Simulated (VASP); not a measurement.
Method: G0W0 on PBE orbitals, VASP's PBE PAW potentials (set 64) (plane waves; VASP 6.6.1).

VASP input:

INCAR:
```
SYSTEM = CdS
PREC = Normal
ENCUT = 500
ALGO = EVGW0
LREAL = .FALSE.
LASPH = .TRUE.
ISMEAR = 0
SIGMA = 0.01
GGA = PE
LWAVE = .FALSE.
LCHARG = .FALSE.
NELMGW = 1
NBANDS = 64
NOMEGA = 64
ENCUTGW = 150
NBANDSGW = 21
LSPECTRALGW = .TRUE.
```

POSCAR:
```
CdS
1
    0.0000000000     2.9100000000     2.9100000000
    2.9100000000     0.0000000000     2.9100000000
    2.9100000000     2.9100000000     0.0000000000
Cd S
1 1
Direct
  0.0000000000   0.0000000000   0.0000000000
  0.2500000000   0.2500000000   0.2500000000
```

**KPOINTS**
```
Automatic mesh
0
Gamma
4 4 4
0 0 0
```

POTCAR, in this order: Cd_sv_GW S_GW (PBE.64 set). Program: vasp_std. Read from the step before: WAVECAR, WAVEDER.

Output

File OSZICAR:
```
energies w=
    0.000    0.000    1.062    0.000    2.122    0.000    3.178    0.000
    4.227    0.000    5.269    0.000    6.301    0.000    7.322    0.000
    8.331    0.000    9.328    0.000   10.312    0.000   11.283    0.000
   12.241    0.000   13.187    0.000   14.121    0.000   15.044    0.000
   15.957    0.000   16.862    0.000   17.758    0.000   18.649    0.000
   19.534    0.000   20.416    0.000   21.297    0.000   22.177    0.000
   23.060    0.000   23.946    0.000   24.838    0.000   25.738    0.000
   26.648    0.000   27.570    0.000   28.508    0.000   29.464    0.000
   30.441    0.000   31.442    0.000   32.470    0.000   33.531    0.000
   34.628    0.000   35.765    0.000   36.949    0.000   38.186    0.000
   39.482    0.000   40.846    0.000   42.286    0.000   43.813    0.000
   45.439    0.000   47.177    0.000   49.046    0.000   51.063    0.000
   53.253    0.000   55.643    0.000   58.268    0.000   61.168    0.000
   64.396    0.000   68.014    0.000   72.105    0.000   76.773    0.000
   82.154    0.000   88.429    0.000   95.846    0.000  104.748    0.000
  115.632    0.000  129.235    0.000  146.711    0.000  169.968    0.000
NQ=   1    0.0000    0.0000    0.0000,
 performed        106000 updates of chi_q(r,r)
NQ=   2    0.2500    0.0000    0.0000,
 performed        287000 updates of chi_q(r,r)
NQ=   3    0.5000    0.0000    0.0000,
 performed        447000 updates of chi_q(r,r)
NQ=   4    0.2500    0.2500    0.0000,
 performed        628000 updates of chi_q(r,r)
NQ=   5    0.5000    0.2500    0.0000,
 performed        868000 updates of chi_q(r,r)
NQ=   6   -0.2500    0.2500    0.0000,
 performed       1087000 updates of chi_q(r,r)
NQ=   7    0.5000    0.5000    0.0000,
 performed       1231000 updates of chi_q(r,r)
NQ=   8   -0.2500    0.5000    0.2500,
 performed       1407000 updates of chi_q(r,r)
 resolving degeneracies of screened two electron integrals
```

**OUTCAR**
```


 k-point   1 :       0.0000    0.0000    0.0000
  band No.  KS-energies  QP-energies   sigma(KS)   V_xc(KS)     V^pw_x(r,r')   Z            occupation Imag(sigma)

      1     -98.3952    -104.0538     -40.6710     -32.0313     -55.4551       0.6549       2.0000       3.5402
      2     -59.4678     -63.2415     -36.1513     -31.0019     -49.0003       0.7328       2.0000       6.0327
      3     -59.4678     -63.2415     -36.1513     -31.0019     -49.0003       0.7328       2.0000       6.0327
      4     -59.4678     -63.2415     -36.1513     -31.0019     -49.0003       0.7328       2.0000       6.0327
      5      -9.4491     -10.1670     -14.1760     -13.1522     -21.0803       0.7012       2.0000       1.8813
      6      -4.8107      -6.1255     -25.7013     -23.9315     -31.6757       0.7429       2.0000       0.7343
      7      -4.8107      -6.1255     -25.7013     -23.9315     -31.6757       0.7429       2.0000       0.7343
      8      -4.8107      -6.1255     -25.7013     -23.9315     -31.6757       0.7429       2.0000       0.7343
      9      -4.3238      -5.6618     -27.0738     -25.2830     -33.0198       0.7472       2.0000       0.6367
     10      -4.3238      -5.6618     -27.0738     -25.2830     -33.0198       0.7472       2.0000       0.6367
     11       2.9572       2.4967     -15.9513     -15.3551     -18.2867       0.7723       2.0000       0.3402
     12       2.9572       2.4967     -15.9513     -15.3551     -18.2867       0.7723       2.0000       0.3402
     13       2.9572       2.4967     -15.9513     -15.3551     -18.2867       0.7723       2.0000       0.3402
     14       4.1028       4.6634      -9.9119     -10.6032      -6.6261       0.8110       0.0000      -0.2874
     15       9.4732      10.3855      -9.4714     -10.6002      -5.7130       0.8082       0.0000      -0.4094
     16       9.4732      10.3855      -9.4714     -10.6002      -5.7130       0.8082       0.0000      -0.4094
     17       9.4732      10.3855      -9.4714     -10.6002      -5.7130       0.8082       0.0000      -0.4094
     18      14.3356      15.5278     -10.1766     -11.6660      -5.8635       0.8004       0.0000      -0.6255
     19      14.3356      15.5278     -10.1766     -11.6660      -5.8635       0.8004       0.0000      -0.6255
     20      14.4297      15.1361      -8.1948      -9.0541      -3.5240       0.8222       0.0000      -0.7360
     21      16.2434      16.7316      -7.2827      -7.8734      -2.7355       0.8264       0.0000      -0.8385

 k-point   2 :       0.2500    0.0000    0.0000
  band No.  KS-energies  QP-energies   sigma(KS)   V_xc(KS)     V^pw_x(r,r')   Z            occupation Imag(sigma)

      1     -98.3953    -104.0474     -40.6713     -32.0313     -55.4553       0.6542       2.0000       3.5403
      2     -59.4682     -63.2124     -36.1514     -31.0017     -48.9996       0.7271       2.0000       6.0331
      3     -59.4682     -63.2124     -36.1514     -31.0017     -48.9996       0.7271       2.0000       6.0331
      4     -59.4682     -63.2124     -36.1514     -31.0017     -48.9996       0.7271       2.0000       6.0331
      5      -9.2315      -9.9392     -14.6139     -13.6047     -21.4804       0.7013       2.0000       1.8159
      6      -4.7385      -6.0533     -25.8865     -24.1193     -31.8642       0.7440       2.0000       0.7257
      7      -4.7385      -6.0533     -25.8865     -24.1193     -31.8642       0.7440       2.0000       0.7257
      8      -4.5622      -5.8696     -25.2933     -23.5492     -31.1561       0.7496       2.0000       0.7333
      9      -4.3194      -5.6593     -27.0744     -25.2858     -33.0269       0.7491       2.0000       0.6390
     10      -4.3194      -5.6593     -27.0744     -25.2858     -33.0269       0.7491       2.0000       0.6390
     11       0.4451      -0.2513     -14.7342     -13.8319     -17.3720       0.7718       2.0000       0.4620
     12       2.5554       2.0413     -15.5068     -14.8401     -17.8894       0.7710       2.0000       0.3586
     13       2.5554       2.0413     -15.5068     -14.8401     -17.8894       0.7710       2.0000       0.3586
     14       5.7393       6.4403     -10.2566     -11.1272      -6.8605       0.8051       0.0000      -0.3190
     15       9.2289      10.0056      -9.5510     -10.5189      -5.7464       0.8024       0.0000      -0.4321
     16       9.9794      10.9116      -9.5901     -10.7467      -5.7347       0.8060       0.0000      -0.4390
     17       9.9794      10.9116      -9.5901     -10.7467      -5.7347       0.8060       0.0000      -0.4390
     18      13.5137      14.4776      -9.4386     -10.6337      -5.2478       0.8065       0.0000      -0.5883
     19      13.5137      14.4776      -9.4386     -10.6337      -5.2478       0.8065       0.0000      -0.5883
     20      14.2634      14.6777      -7.2301      -7.7342      -2.8163       0.8219       0.0000      -0.6848
     21      17.9994      18.9121      -8.4983      -9.6017      -3.6694       0.8271       0.0000      -0.9615

 k-point   3 :       0.5000    0.0000    0.0000
  band No.  KS-energies  QP-energies   sigma(KS)   V_xc(KS)     V^pw_x(r,r')   Z            occupation Imag(sigma)

      1     -98.3950    -104.0948     -40.6712     -32.0311     -55.4549       0.6597       2.0000       3.5402
      2     -59.4676     -63.2471     -36.1512     -31.0013     -48.9985       0.7339       2.0000       6.0326
      3     -59.4676     -63.2471     -36.1512     -31.0013     -48.9985       0.7339       2.0000       6.0326
      4     -59.4676     -63.2471     -36.1512     -31.0013     -48.9985       0.7339       2.0000       6.0326
      5      -9.0138      -9.7180     -15.2005     -14.1992     -22.0375       0.7032       2.0000       1.7421
      6      -4.6885      -6.0058     -26.0070     -24.2368     -31.9772       0.7442       2.0000       0.7160
      7      -4.6885      -6.0058     -26.0070     -24.2368     -31.9772       0.7442       2.0000       0.7160
      8      -4.2842      -5.6197     -27.1907     -25.4093     -33.1650       0.7497       2.0000       0.6414
      9      -4.2842      -5.6197     -27.1907     -25.4093     -33.1650       0.7497       2.0000       0.6414
     10      -3.9351      -5.1940     -26.5196     -24.8383     -32.4307       0.7487       2.0000       0.6786
     11      -1.4890      -2.3936     -12.6660     -11.4866     -15.7140       0.7671       2.0000       0.6723
     12       2.1958       1.6336     -15.0939     -14.3644     -17.5322       0.7705       2.0000       0.3786
     13       2.1958       1.6336     -15.0939     -14.3644     -17.5322       0.7705       2.0000       0.3786
     14       5.9660       6.7193     -10.0596     -10.9881      -6.5789       0.8113       0.0000      -0.3235
     15       9.9414      10.8102      -9.5022     -10.5772      -5.7179       0.8081       0.0000      -0.4325
     16       9.9414      10.8102      -9.5022     -10.5772      -5.7179       0.8081       0.0000      -0.4325
     17      10.4300      11.0939      -9.2882     -10.1242      -5.0819       0.7941       0.0000      -0.5627
     18      14.0067      14.5446      -7.6157      -8.2734      -3.0845       0.8179       0.0000      -0.6911
     19      15.3023      16.5819      -9.8795     -11.4717      -5.2373       0.8036       0.0000      -0.7446
     20      15.3023      16.5819      -9.8795     -11.4717      -5.2373       0.8036       0.0000      -0.7446
     21      16.7498      18.0312      -9.6927     -11.2641      -4.8089       0.8154       0.0000      -0.9223

 k-point   4 :       0.2500    0.2500    0.0000
  band No.  KS-energies  QP-energies   sigma(KS)   V_xc(KS)     V^pw_x(r,r')   Z            occupation Imag(sigma)

      1     -98.3956    -104.0169     -40.6715     -32.0315     -55.4557       0.6506       2.0000       3.5404
      2     -59.4689     -63.1916     -36.1515     -31.0017     -48.9996       0.7229       2.0000       6.0335
      3     -59.4689     -63.1916     -36.1515     -31.0017     -48.9996       0.7229       2.0000       6.0335
      4     -59.4689     -63.1916     -36.1515     -31.0017     -48.9996       0.7229       2.0000       6.0335
      5      -9.1608      -9.8664     -14.7678     -13.7625     -21.6229       0.7019       2.0000       1.7951
      6      -4.6492      -5.9627     -26.1292     -24.3676     -32.1180       0.7456       2.0000       0.7171
      7      -4.6492      -5.9627     -26.1292     -24.3676     -32.1180       0.7456       2.0000       0.7171
      8      -4.6387      -5.9517     -24.9915     -23.2336     -30.8177       0.7469       2.0000       0.7368
      9      -4.3411      -5.6681     -26.7158     -24.9407     -32.6411       0.7476       2.0000       0.6536
     10      -4.2801      -5.6201     -27.1902     -25.4036     -33.1524       0.7500       2.0000       0.6360
     11       0.6287      -0.0150     -15.3498     -14.5173     -17.9574       0.7733       2.0000       0.4431
     12       1.9235       1.3272     -14.8437     -14.0693     -17.3034       0.7700       2.0000       0.3906
     13       1.9235       1.3272     -14.8437     -14.0693     -17.3034       0.7700       2.0000       0.3906
     14       6.5562       7.2363     -10.3015     -11.1520      -6.8902       0.7997       0.0000      -0.3442
     15       7.7614       8.5621      -9.5970     -10.5828      -6.0251       0.8123       0.0000      -0.3599
     16      11.0718      12.0662      -9.8227     -11.0645      -5.7112       0.8008       0.0000      -0.5163
     17      11.0718      12.0662      -9.8227     -11.0645      -5.7112       0.8008       0.0000      -0.5163
     18      11.3521      11.9618      -8.7244      -9.4757      -4.8497       0.8115       0.0000      -0.4888
     19      14.6261      15.8410      -9.7778     -11.2959      -5.3324       0.8003       0.0000      -0.6465
     20      17.5749      18.4015      -8.1082      -9.1123      -3.3753       0.8232       0.0000      -0.8890
     21      18.3560      19.0889      -7.8706      -8.7553      -3.1806       0.8283       0.0000      -0.9634

 k-point   5 :       0.5000    0.2500    0.0000
  band No.  KS-energies  QP-energies   sigma(KS)   V_xc(KS)     V^pw_x(r,r')   Z            occupation Imag(sigma)

      1     -98.3952    -104.0759     -40.6714     -32.0312     -55.4552       0.6575       2.0000       3.5403
      2     -59.4680     -63.2339     -36.1514     -31.0012     -48.9984       0.7312       2.0000       6.0328
      3     -59.4680     -63.2339     -36.1514     -31.0012     -48.9984       0.7312       2.0000       6.0328
      4     -59.4680     -63.2339     -36.1514     -31.0012     -48.9984       0.7312       2.0000       6.0328
      5      -8.9481      -9.6538     -15.3676     -14.3682     -22.1966       0.7060       2.0000       1.7222
...
```
(Selected blocks of OUTCAR.)

The mesh is coarse and the basis finite, so the quasiparticle values are not converged. VASP warned that its frequency grid is unfit for quasiparticle energies.

The compound is CdS in the zinc blende structure, a metastable form; wurtzite is the usual one. The cell was not relaxed at this level. The k-mesh is coarse (spacing up to 0.47 per Å, 2π included), so the numbers may not be converged in it.
